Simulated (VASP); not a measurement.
# CaZr2N2 (P-3m1) in VASP: density of states with PBE

Aim: the density of states of CaZr2N2 with PBE.

Program: VASP 6.6.1. These are calculated values, not measurements. Logs are shortened: lines on timing, memory, paths and dates and some standing lists are left out, and cuts for length are marked.

**1. The crystal as given**

The structure is trigonal, space group P-3m1 (No. 164). Conventional cell: a = 3.347 Å, b = 3.347 Å, c = 8.235 Å, α = 90.00°, β = 90.00°, γ = 120.00°. Around Ca (site symmetry -3m) lie 6 N at 2.54 Å. Around Zr (site symmetry 3m) lie 3 N at 2.19 Å. N (site symmetry 3m) has 3 Zr at 2.19 Å as nearest neighbours.

The cell was built by a generator and needn't be a form met in nature.

**2. Density of states, PBE**

POSCAR reads:

```
CaZr2N2                                 
1.0
    3.3467547407     -0.0000000000     -0.0000000000
   -1.6733773753      2.8983746279      0.0000000000
    0.0000000000      0.0000000000      8.2351745233
  Ca              Zr              N             
     1     2     2
Direct
     0.0000000000000000    0.0000000000000000    1.0000000000000000
     0.3333333300000021    0.6666666699999979    0.6735803517223583
     0.6666666699999979    0.3333333300000021    0.3264196482776416
     0.6666666699999979    0.3333333300000021    0.7998916104425501
     0.3333333300000021    0.6666666699999979    0.2001083895574499
```

INCAR.step1 reads:

```
ALGO = Normal
EDIFF = 1E-7
ENCUT = 520
GGA = PE
ISIF = 2
ISMEAR = 0
KPAR = 4
LASPH = True
LCHARG = True
LMAXMIX = 4
LREAL = False
LWAVE = False
NELM = 60
PREC = Accurate
SIGMA = 0.1
```

KPOINTS.step1 reads:

```
k-points
0
Gamma
  10 10 4
```

INCAR.step2 reads:

```
ALGO = Normal
EDIFF = 1E-7
ENCUT = 520
GGA = PE
ICHARG = 11
ISIF = 2
ISMEAR = -5
KPAR = 4
LASPH = True
LCHARG = False
LMAXMIX = 4
LORBIT = 11
LREAL = False
LWAVE = False
NEDOS = 2001
NELM = 60
PREC = Accurate
SIGMA = 0.1
```

KPOINTS.step2 reads:

```
k-points
0
Gamma
  15 15 6
```

Potentials or basis: VASP PAW PBE potentials, release 64 (Ca_sv, Zr_sv, N).

Started as:

```sh
cat potpaw_PBE.64/Ca_sv/POTCAR potpaw_PBE.64/Zr_sv/POTCAR potpaw_PBE.64/N/POTCAR > POTCAR
cp INCAR.step1 INCAR
cp KPOINTS.step1 KPOINTS
mpirun -np 4 vasp_std > vasp.out
cp INCAR.step2 INCAR
cp KPOINTS.step2 KPOINTS
mpirun -np 4 vasp_std > vasp.out
```

OUTCAR:

```text
EDIFF = 1E-7
   ENCUT = 520
   GGA = PE
   ICHARG = 11
   ISIF = 2
   ISMEAR = -5
   LASPH = True
   LORBIT = 11
   LREAL = False
   NELM = 60
   PREC = Accurate

 ion  position               nearest neighbor table
   1  0.000  0.000  0.000-   2 3.31   3 3.31   3 3.31   2 3.31   3 3.31   2 3.31
   2  0.333  0.667  0.674-   4 2.19   4 2.19   4 2.19   1 3.31   1 3.31   1 3.31   3 3.45   3 3.45
                             3 3.45
   3  0.667  0.333  0.326-   5 2.19   5 2.19   5 2.19   1 3.31   1 3.31   1 3.31   2 3.45   2 3.45
                             2 3.45
   4  0.667  0.333  0.800-   2 2.19   2 2.19   2 2.19
   5  0.333  0.667  0.200-   3 2.19   3 2.19   3 2.19

  LATTYP: Found a hexagonal cell.
 ALAT       =     3.3467547407
 C/A-ratio  =     2.4606447623

  Lattice vectors:

 A1 = (   3.3467547407,   0.0000000000,   0.0000000000)
 A2 = (  -1.6733773753,   2.8983746279,   0.0000000000)
 A3 = (   0.0000000000,   0.0000000000,   8.2351745233)

Analysis of symmetry for initial positions (statically):
=====================================================================
 Subroutine PRICEL returns:
 Original cell was already a primitive cell.

 Routine SETGRP: Setting up the symmetry group for a
 hexagonal supercell.

 Subroutine GETGRP returns: Found 12 space group operations
 (whereof 12 operations were pure point group operations)
 out of a pool of 24 trial point group operations.

The static configuration has the point symmetry D_3d.

Analysis of symmetry for dynamics (positions and initial velocities):
=====================================================================
 Subroutine PRICEL returns:
 Original cell was already a primitive cell.

 Routine SETGRP: Setting up the symmetry group for a
 hexagonal supercell.

 Subroutine GETGRP returns: Found 12 space group operations
 (whereof 12 operations were pure point group operations)
 out of a pool of 24 trial point group operations.

The dynamic configuration has the point symmetry D_3d.

 Subroutine INISYM returns: Found 12 space group operations
 (whereof 12 operations are pure point group operations),
 and found     1 'primitive' translations

----------------------------------------------------------------------------------------

                                     Primitive cell

  volume of cell :      79.8824

  direct lattice vectors                    reciprocal lattice vectors
     3.346754741  0.000000000  0.000000000     0.298796917  0.172510481  0.000000000
    -1.673377375  2.898374628  0.000000000     0.000000000  0.345020961  0.000000000
     0.000000000  0.000000000  8.235174523     0.000000000  0.000000000  0.121430335

  length of vectors
     3.346754741  3.346754745  8.235174523     0.345020962  0.345020961  0.121430335

  position of ions in fractional coordinates (direct lattice)
     0.000000000  0.000000000  0.000000000
     0.333333330  0.666666670  0.673580352
     0.666666670  0.333333330  0.326419648
     0.666666670  0.333333330  0.799891610
     0.333333330  0.666666670  0.200108390

  ion indices of the primitive-cell ions
   primitive index   ion index
                 1           1
                 2           2
                 3           3
                 4           4
                 5           5

----------------------------------------------------------------------------------------

 KPOINTS: k-points

Automatic generation of k-mesh.
 Grid dimensions read from file:
 generate k-points for:   15   15    6

 Generating k-lattice:

  Cartesian coordinates                     Fractional coordinates (reciprocal lattice)
     0.019919794  0.011500699  0.000000000     0.066666667  0.000000000  0.000000000
     0.000000000  0.023001397  0.000000000     0.000000000  0.066666667  0.000000000
     0.000000000  0.000000000  0.020238389     0.000000000  0.000000000  0.166666667

  Length of vectors
     0.023001397  0.023001397  0.020238389

  Shift w.r.t. Gamma in fractional coordinates (k-lattice)
     0.000000000  0.000000000  0.000000000

 TETIRR: Found   1946 inequivalent tetrahedra from     8100

 Subroutine IBZKPT returns following result:
 ===========================================

 Found    146 irreducible k-points:

 Following reciprocal coordinates:
            Coordinates               Weight
  0.000000  0.000000  0.000000      1.000000
  0.066667 -0.000000  0.000000      6.000000
  0.133333  0.000000  0.000000      6.000000
  0.200000 -0.000000  0.000000      6.000000
  0.266667  0.000000  0.000000      6.000000
  0.333333 -0.000000  0.000000      6.000000
[... 16 lines left out ...]
  0.333333  0.200000  0.000000     12.000000
  0.400000  0.200000  0.000000      6.000000
 [... further k-points ...]
   k-points           NKPTS =    146   k-points in BZ     NKDIM =    146   number of bands    NBANDS=     26
   number of dos      NEDOS =   2001   number of ions     NIONS =      5
   total plane-waves  NPLWV =  50176
   dimension x,y,z NGX =    28 NGY =   28 NGZ =   64
   dimension x,y,z NGXF=    56 NGYF=   56 NGZF=  128
   ions per type =               1   2   2
   NGX,Y,Z   is equivalent  to a cutoff of  13.91, 13.91, 12.92 a.u.
   NGXF,Y,Z  is equivalent  to a cutoff of  27.82, 27.82, 25.84 a.u.
 SYSTEM =  unknown system
   PREC   = accura    normal or accurate (medium, high low for compatibility)
   ISTART =      0    job   : 0-new  1-cont  2-samecut
   ICHARG =     11    charge: 1-file 2-atom 10-const
   ISPIN  =      1    spin polarized calculation?
   LNONCOLLINEAR =      F non collinear calculations
   LSORBIT =      F    spin-orbit coupling
   LASPH  =      T    aspherical Exc in radial PAW
   ENCUT  =  520.0 eV  38.22 Ry    6.18 a.u.   6.22  6.22 15.31*2*pi/ulx,y,z
   NELM   =     60;   NELMIN=  2; NELMDL=  0     # of ELM steps
   EDIFF  = 0.1E-06   stopping-criterion for ELM
   LREAL  =      F    real-space projection
   EDIFFG = 0.1E-05   stopping-criterion for IOM
   NSW    =      0    number of steps for IOM
   IBRION =     -1    ionic relax: 0-MD 1-quasi-New 2-CG
   NFREE  =      0    steps in history (QN), initial steepest desc. (CG)
   ISIF   =      2    stress and relaxation
   ISYM   =      2    0-nonsym 1-usesym 2-fastsym
   POTIM  = 0.5000    time-step for ionic-motion
   TEBEG  =    0.0;   TEEND  =   0.0 temperature during run
   PSTRESS=    0.0 pullay stress
   NELECT =      44.0000    total number of electrons
   NUPDOWN=      -1.0000    fix difference up-down
   EMIN   =  10.00;   EMAX   =-10.00  energy-range for DOS
   EFERMI =   0.00;   METHOD = LEGACY
   ISMEAR =    -5;   SIGMA  =   0.10  broadening in eV -4-tet -1-fermi 0-gaus
   EFERMI_NEDOS =   21; number of points for ismear=-14 and -15
   IALGO  =     38    algorithm
   IMIX   =      4    mixing-type and parameters
     AMIX     =   0.40;   BMIX     =  1.00
     AMIX_MAG =   1.60;   BMIX_MAG =  1.00
  volume/ion in A,a.u.               =      15.98       107.81
  Fermi-wavevector in a.u.,A,eV,Ry     =   1.341967  2.535951 24.502415  1.800877
  Thomas-Fermi vector in A             =   2.470159
   LORBIT       =     11    0 simple, 1 ext, 2 COOP (PROOUT), +10 PAW based schemes
   GGA     = PE    functional components
   LHFCALC =     F    Hartree Fock is set to
   AEXX    =    0.0000 exact exchange contribution
   IVDW    =     0    specifies the selected vdW correction
   LEPSILON=     F    determine dielectric tensor
   LRPA    =     F    only Hartree local field effects (RPA)
 non-spin polarized calculation
 Fermi weights with tetrahedron method with Bloechl corrections
  energy-cutoff  :      520.00
  volume of cell :       79.88
 maximum number of plane-waves:      2191
 NGX is ok and might be reduce to    28

 number of electron      44.0000001 magnetization

 Free energy of the ion-electron system (eV)
  ---------------------------------------------------
  ext. energy  EPLUGINS =         0.00000000
  ---------------------------------------------------
  free energy    TOTEN  =       -41.41451378 eV

  energy without entropy =      -41.41451378  energy(sigma->0) =      -41.41451378

 E-fermi :   7.8475     XC(G=0): -11.0708

 val. band max:        7.8370364948   @ k =   0.4000   0.2000   0.3333
 cond. band min:       7.8283815816   @ k =  -0.1333   0.4000   0.3333
 fundamental gap:     -0.0086549132
 Fermi energy:         7.8475145168

 k-point     1 :       0.0000    0.0000    0.0000
  band No.  band energies     occupation
      1     -41.2388      2.00000
      2     -41.2114      2.00000
      3     -32.4170      2.00000
      4     -19.4715      2.00000
      5     -19.2516      2.00000
      6     -19.0490      2.00000
[... 18 lines left out ...]
     25      10.1598      0.00000
     26      10.2475      0.00000

 k-point     2 :       0.0667   -0.0000    0.0000
  band No.  band energies     occupation
      1     -41.2359      2.00000
      2     -41.2090      2.00000
      3     -32.4138      2.00000
      4     -19.4642      2.00000
      5     -19.2552      2.00000
      6     -19.0706      2.00000
[... 18 lines left out ...]
     25       9.8564      0.00000
     26       9.9877      0.00000

 k-point     3 :       0.1333    0.0000    0.0000
  band No.  band energies     occupation
      1     -41.2275      2.00000
      2     -41.2022      2.00000
      3     -32.4046      2.00000
      4     -19.4433      2.00000
      5     -19.2759      2.00000
      6     -19.1340      2.00000
[... 18 lines left out ...]
     25       9.5856      0.00000
     26       9.9021      0.00000

 k-point     4 :       0.2000   -0.0000    0.0000
  band No.  band energies     occupation
      1     -41.2150      2.00000
      2     -41.1922      2.00000
      3     -32.3909      2.00000
      4     -19.4113      2.00000
      5     -19.3418      2.00000
      6     -19.2508      2.00000
[... 18 lines left out ...]
     25       9.2336      0.00000
     26      10.1453      0.00000

 k-point     5 :       0.2667    0.0000    0.0000
  band No.  band energies     occupation
      1     -41.2005      2.00000
      2     -41.1809      2.00000
      3     -32.3753      2.00000
      4     -19.4481      2.00000
      5     -19.3836      2.00000
      6     -19.3712      2.00000
[... 18 lines left out ...]
     25       9.4203      0.00000
     26      10.2260      0.00000

 k-point     6 :       0.3333   -0.0000    0.0000
  band No.  band energies     occupation
      1     -41.1862      2.00000
      2     -41.1704      2.00000
      3     -32.3602      2.00000
      4     -19.5572      2.00000
      5     -19.5063      2.00000
      6     -19.3310      2.00000
[... 427 lines left out ...]
 k-point    21 :       0.2000    0.2000    0.0000
  band No.  band energies     occupation
      1     -41.1827      2.00000
      2     -41.1679      2.00000
      3     -32.3565      2.00000
      4     -19.5259      2.00000
      5     -19.4900      2.00000
      6     -19.3212      2.00000
[... 18 lines left out ...]
     25      10.1337      0.00000
     26      10.5858      0.00000

 k-point    22 :       0.2667    0.2000    0.0000
  band No.  band energies     occupation
      1     -41.1716      2.00000
      2     -41.1607      2.00000
      3     -32.3454      2.00000
      4     -19.5763      2.00000
      5     -19.5503      2.00000
      6     -19.2919      2.00000
[... 18 lines left out ...]
     25      10.2046      0.00000
     26      10.7400      0.00000

 k-point    23 :       0.3333    0.2000    0.0000
  band No.  band energies     occupation
      1     -41.1636      2.00000
      2     -41.1562      2.00000
      3     -32.3378      2.00000
      4     -19.6111      2.00000
      5     -19.5847      2.00000
      6     -19.3195      2.00000
[... 18 lines left out ...]
     25      10.1419      0.00000
     26      10.7319      0.00000

 k-point    24 :       0.4000    0.2000    0.0000
  band No.  band energies     occupation
      1     -41.1605      2.00000
      2     -41.1549      2.00000
      3     -32.3351      2.00000
      4     -19.6238      2.00000
      5     -19.5952      2.00000
      6     -19.3347      2.00000
[... 18 lines left out ...]
     25      10.0234      0.00000
     26      10.6508      0.00000

 [... further k-points ...]

------------------------ aborting loop because EDIFF is reached ----------------------------------------

  FORCE on cell =-STRESS in cart. coord.  units (eV):
  Direction    XX          YY          ZZ          XY          YZ          ZX
  --------------------------------------------------------------------------------------
  -------------------------------------------------------------------------------------
  Total        0.0511462      0.0511462     -0.1234356     -0.0000000      0.0000000      0.0000000
  in kB        1.0258231      1.0258231     -2.4757098     -0.0000000      0.0000000      0.0000000
  external PRESSURE =      -0.1413545 kB  Pullay stress =       0.0000000 kB

 VOLUME and BASIS-vectors are now :
 -----------------------------------------------------------------------------
  energy-cutoff  :      520.00
  volume of cell :       79.88
      direct lattice vectors                 reciprocal lattice vectors
     3.346754741  0.000000000  0.000000000     0.298796917  0.172510481  0.000000000
    -1.673377375  2.898374628  0.000000000     0.000000000  0.345020961  0.000000000
     0.000000000  0.000000000  8.235174523     0.000000000  0.000000000  0.121430335

 POSITION                                       TOTAL-FORCE (eV/Angst)
 -----------------------------------------------------------------------------------
      0.00000      0.00000      0.00000         0.000000      0.000000      0.000000
     -0.00000      1.93225      5.54705         0.000000      0.000000      0.000170
      1.67338      0.96612      2.68812        -0.000000     -0.000000     -0.000170
      1.67338      0.96612      6.58725        -0.000000      0.000000     -0.002808
     -0.00000      1.93225      1.64793         0.000000     -0.000000      0.002808
 -----------------------------------------------------------------------------------
    total drift:                               -0.000000      0.000000     -0.000000

  FREE ENERGIE OF THE ION-ELECTRON SYSTEM (eV)
  ---------------------------------------------------
  free  energy   TOTEN  =       -41.4145137772 eV

  energy  without entropy=      -41.4145137772  energy(sigma->0) =      -41.41451378

 total charge

# of ion       s       p       d       tot
------------------------------------------
    1        2.040   5.872   0.373   8.285
    2        2.188   6.012   1.592   9.792
    3        2.188   6.012   1.592   9.792
    4        1.254   2.429   0.000   3.683
    5        1.254   2.429   0.000   3.683
--------------------------------------------------
tot          8.924  22.755   3.557  35.235
```

Run time: 86 s. Hardware: 4 MPI ranks of Intel Xeon Platinum 8488C (Sapphire Rapids), shared host; peak memory 0.43 GiB.

What came out:

```
Valence electrons inside the program's atomic spheres : Ca 8.29; Zr 9.79; N 3.68
```

States per cell in windows of 1 eV (zero at the Fermi level; states under -8 eV left out):
```csv
from (eV),total,Zr2_d,Zr3_d,N4_p,N5_p,Ca1_d,Zr2_p
-8.0,0.00,0.00,0.00,0.00,0.00,0.00,0.00
-7.0,0.00,0.00,0.00,0.00,0.00,0.00,0.00
-6.0,1.49,0.10,0.10,0.23,0.23,0.02,0.01
-5.0,3.56,0.26,0.26,0.61,0.61,0.03,0.03
-4.0,7.04,0.51,0.51,1.48,1.48,0.17,0.06
-3.0,0.03,0.00,0.00,0.00,0.00,0.00,0.00
-2.0,1.68,0.21,0.21,0.06,0.06,0.02,0.04
-1.0,2.41,0.48,0.48,0.06,0.06,0.13,0.03
0.0,2.85,0.65,0.65,0.10,0.10,0.13,0.03
1.0,2.19,0.56,0.56,0.09,0.09,0.11,0.01
2.0,2.82,0.78,0.78,0.10,0.10,0.19,0.01
3.0,0.02,0.01,0.01,0.00,0.00,0.00,0.00
4.0,0.00,0.00,0.00,0.00,0.00,0.00,0.00
```

Caveat: tetrahedron occupations give inexact forces and stress in metals.
